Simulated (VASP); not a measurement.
The input files of a VASP run:

### POSCAR
```
TeWS
1.0
  3.3083390393   0.0000000000   0.0000000000
 -1.6541695197   2.8651060643   0.0000000000
  0.0000000000   0.0000000000  22.3992919375
Te W S
2 2 2
Direct
  0.3333330000   0.6666670000   0.5340968682
  0.3333330000   0.6666670000   0.3648505638
  0.3333330000   0.6666670000   0.1522990823
  0.6666670000   0.3333330000   0.4495297859
  0.6666670000   0.3333330000   0.0848411777
  0.6666670000   0.3333330000   0.2199925221
```

**INCAR**
```
LREAL  =  .FALSE.   ! projection in real space or not
LASPH  =  .TRUE.
ISIF  =  2   ! forces and stress, cell fixed
ENCUT  =  400
EDIFF  =  1E-7   ! SCF stop (eV)
ALGO  =  Normal
LMAXMIX  =  6   ! l cut-off of mixed one-centre charges
ISMEAR  =  -5
LCHARG  =  .TRUE.
GGA  =  PS   ! PBEsol
LORBIT  =  11
LEFG  =  .TRUE.
NELM  =  100
SYSTEM  =  TeWS
PREC  =  Accurate
NEDOS  =  601   ! DOS grid
LWAVE  =  .FALSE.
```

File KPOINTS:
```
Automatic mesh
0
Gamma
9 9 2
0 0 0
```

POTCAR, in this order: Te W_sv S (PBE.64 set). Program: vasp_std.

Write an equivalent input for Ansatz.

One equivalent input (not run):
Ansatz 0.2 input:
```yaml
crystal:
  lattice:
    - [3.3083390, 0.0000000, 0.0000000]
    - [-1.6541695, 2.8651061, 0.0000000]
    - [0.0000000, 0.0000000, 22.3992919]
  atoms:
    - { symbol: Te, position: [0.3333330, 0.6666670, 0.5340969] }
    - { symbol: Te, position: [0.3333330, 0.6666670, 0.3648506] }
    - { symbol: W, position: [0.3333330, 0.6666670, 0.1522991] }
    - { symbol: W, position: [0.6666670, 0.3333330, 0.4495298] }
    - { symbol: S, position: [0.6666670, 0.3333330, 0.0848412] }
    - { symbol: S, position: [0.6666670, 0.3333330, 0.2199925] }
kpoints:
  mp_grid: { grid: [9, 9, 2] }
hamiltonian:
  xc: pbesol
  pseudopotentials: { kind: paw }
scf:
  occupations: { method: tetrahedron }
  max_iter: 100
output: { forces: true, stress: true, eigenvalues: true }
```
Limits of the translation: each code has its own PAW files, so the cut-off isn't converted (ENCUT is set for VASP's; basis.ecutwfc is left out, and Ansatz then takes the one that its files recommend); Ansatz stops its SCF on the density residual and VASP on the energy change (EDIFF); the field gradients of LEFG aren't asked of the other code.

The cell is a sheet with vacuum, built from a database entry that may be metastable or hypothetical.
